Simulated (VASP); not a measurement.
Runs of VASP 6.6.1 on MoS2. It takes space group P6_3/mmc (No. 194, hexagonal). Conventional cell: a = 3.161 Å, b = 3.161 Å, c = 12.295 Å, α = 90.00°, β = 90.00°, γ = 120.00°. Around Mo (site symmetry -6m2) lie 6 S at 2.40 Å. Around S (site symmetry 3m) lie 3 Mo at 2.40 Å. The cell was built by a generator and needn't be a form met in nature.

| level | gap on the mesh (eV) | pressure (GPa) | largest force (eV/Å) |
| --- | --- | --- | --- |
| SCAN+rVV10 | 1.09 | -0.2 | 0.19 |
| rev-vdW-DF2 | 0.95 | 1.0 | 0.11 |
| optB88-vdW | (a) | 3.5 | 0.25 |
| PBE+TS | 0.99 | -0.7 | 0.03 |
| PBE | 0.99 | 2.7 | 0.03 |
| vdW-DF | 1.01 | 8.4 | 0.44 |
| PBE+D3(BJ) | 0.99 | (b) | 0.03 |

Alike in all rows: task single point; potentials or basis VASP PAW PBE potentials, release 64 (Mo_sv, S); no spin polarisation; cell as given; k mesh 8 × 8 × 2; cutoff (eV) 520; smearing fermi-dirac 0.05 eV.

**Question.** Estimate the missing entries.

**Answer.** (a) 0.97; (b) -1.3.

Caveats: the PAW data sets were made with another functional, which shifts forces and pressure a little (some runs); this functional lacks dispersion, which binds the layers, so the pressure and a relaxed spacing across them are unreliable (some runs).

A k mesh can miss the band edges, and the runs leave out spin-orbit coupling on Mo.
